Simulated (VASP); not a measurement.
Consider the following.

```
CELL_PARAMETERS angstrom
      4.70860     0.00000     0.00000
      0.00000     4.70860     0.00000
      0.00000     0.00000     4.70860
ATOMIC_POSITIONS crystal
  Si 0.16242 0.33758 0.66242
  Si 0.33758 0.66242 0.16242
  Si 0.66242 0.16242 0.33758
  Si 0.83758 0.83758 0.83758
  Ru 0.87059 0.62941 0.37059
  Ru 0.62941 0.37059 0.87059
  Ru 0.37059 0.87059 0.62941
  Ru 0.12941 0.12941 0.12941
```

These are PBE GGA, VASP's PBE PAW potentials (set 64) (plane waves; VASP) values and carry that method's errors. Numerical set-up: 300 eV cut-off, 7×7×7 Γ-centred mesh, Gaussian smearing of 0.020 eV, potentials Si Ru_pv.

At this cut-off the stress carries a Pulay error, which pulls relaxed volumes low.

Problem. Give the force on each atom (eV/Å).

Solution. 
```json
[
 {"atom": "Si1", "Fx": "-0.037", "Fy": "0.037", "Fz": "-0.037"},
 {"atom": "Si2", "Fx": "0.037", "Fy": "-0.037", "Fz": "-0.037"},
 {"atom": "Si3", "Fx": "-0.037", "Fy": "-0.037", "Fz": "0.037"},
 {"atom": "Si4", "Fx": "0.037", "Fy": "0.037", "Fz": "0.037"},
 {"atom": "Ru5", "Fx": "-0.059", "Fy": "0.059", "Fz": "-0.059"},
 {"atom": "Ru6", "Fx": "0.059", "Fy": "-0.059", "Fz": "-0.059"},
 {"atom": "Ru7", "Fx": "-0.059", "Fy": "-0.059", "Fz": "0.059"},
 {"atom": "Ru8", "Fx": "0.059", "Fy": "0.059", "Fz": "0.059"}
]
```

Problem. Give the stress tensor in GPa (positive for a compressed cell).

Solution. 
```
3.79  0.00  0.00
0.00  3.79  0.00
0.00  0.00  3.79
```
The pressure is its mean diagonal, 3.79 GPa.

The structure comes from a computed database's SiRu entry; how it stands against other phases isn't given here. The cell was not relaxed at this level.
